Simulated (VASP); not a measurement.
Write the native input for VASP 6.6.1 that does the following.

* Task: relaxation of cell and atoms
* Functional: revPBE
* Dispersion: dDsC
* Potentials or basis: VASP PAW PBE potentials, release 64 (Y_sv, Nb_sv)
* Cutoff: 600 eV
* k mesh: 7 × 7 × 7
* Occupations: fermi-dirac, width 0.05 eV
* Spin: no spin polarisation
* Further INCAR settings: ALGO = Fast; EDIFF = 1e-06; IBRION = 2; EDIFFG = -0.005; NSW = 60; ISIF = 3

The structure of YNb lies in POSCAR:

```
YNb
1.0
    3.6114100000      0.0000000000      0.0000000000
    0.0000000000      3.6114100000      0.0000000000
    0.0000000000      0.0000000000      3.6114100000
Y Nb
1 1
Direct
    0.0000000000      0.0000000000      0.0000000000
    0.5000000000      0.5000000000      0.5000000000
```

The cell was built by a generator and needn't be a form met in nature.

The input as run:

INCAR

```
  PREC = Accurate
  ENCUT = 600
  EDIFF = 1E-6
  ISMEAR = -1
  SIGMA = 0.05
  LREAL = F
  LASPH = T
  NELM = 100
  ALGO = Fast
  ISIF = 3
  LWAVE = F
  LCHARG = F
  GGA = RE
  IVDW = 4
  IBRION = 2
  NSW = 60
  EDIFFG = -0.005
```

KPOINTS

```
Automatic mesh
0
Gamma
  7 7 7
```

Potentials or basis: VASP PAW PBE potentials, release 64 (Y_sv, Nb_sv).

The run is started by

```console
$ cat potpaw_PBE.64/Y_sv/POTCAR potpaw_PBE.64/Nb_sv/POTCAR > POTCAR
$ mpirun -np 1 vasp_std > vasp.out
```

It gave:

| Property | Result |
| --- | --- |
| Relaxed volume | 22.80 Å³/atom |
| Relaxed cell | a = 3.573 Å, b = 3.573 Å, c = 3.573 Å, α = 90.00°, β = 90.00°, γ = 90.00° |
| Space group after relaxing (to 0.05 Å) | Pm-3m (No. 221) |
| Energy gained by relaxing | -1.3 meV/atom |
| Ionic steps | 4 |
| Pressure after relaxing | 0.0 GPa |
| Band gap on the k mesh | none (metal or under the smearing width) |
| Hirshfeld charges | Y +0.06; Nb -0.06 e |
| Dispersion energy per atom | -0.515 eV |

Caveat: the PAW data sets were made with another functional, which shifts forces and pressure a little; pairwise dispersion overbinds metals, which lowers pressure and volume.

Wall time 110 s on 1 thread of Intel(R) Xeon(R) Platinum 8375C CPU @ 2.90GHz (Ice Lake) (shared host), peak memory 0.2 GiB.
